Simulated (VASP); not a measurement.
Here is the system:

```
CELL_PARAMETERS angstrom
      2.84404     0.00000     0.00000
      0.00000     2.84404     0.00000
      0.00000     0.00000     2.84404
ATOMIC_POSITIONS crystal
  Al 0.50000 0.50000 0.50000
  Co 0.00000 0.00000 0.00000
```

The numbers are results of optB88-vdW, VASP's PBE PAW potentials (set 64) (plane waves; VASP), not measurements. Settings: 520 eV cut-off, Gaussian smearing of 0.050 eV, potentials Al Co.

Question: Give the energies of bands 1 to 9 at the high-symmetry points, in eV from the Fermi level.

Answer: 
```json
[
 {"band": "1", "Γ": "-11.11", "X": "-6.80", "M": "-5.32", "R": "-4.01"},
 {"band": "2", "Γ": "-3.01", "X": "-6.66", "M": "-3.10", "R": "-4.01"},
 {"band": "3", "Γ": "-3.01", "X": "-2.42", "M": "-2.67", "R": "-4.01"},
 {"band": "4", "Γ": "-0.94", "X": "-1.81", "M": "-2.67", "R": "-0.25"},
 {"band": "5", "Γ": "-0.94", "X": "-1.81", "M": "-1.60", "R": "-0.25"},
 {"band": "6", "Γ": "-0.94", "X": "-0.83", "M": "-1.60", "R": "2.41"},
 {"band": "7", "Γ": "5.95", "X": "0.13", "M": "-0.29", "R": "2.41"},
 {"band": "8", "Γ": "5.95", "X": "8.49", "M": "2.38", "R": "2.41"},
 {"band": "9", "Γ": "5.95", "X": "10.61", "M": "3.43", "R": "4.07"}
]
```

It has no gap at this level: it comes out as a metal or semimetal.

The compound is CoAl in the CsCl type structure. It was relaxed first. The run is not spin-polarised, so no magnetic state was tried.
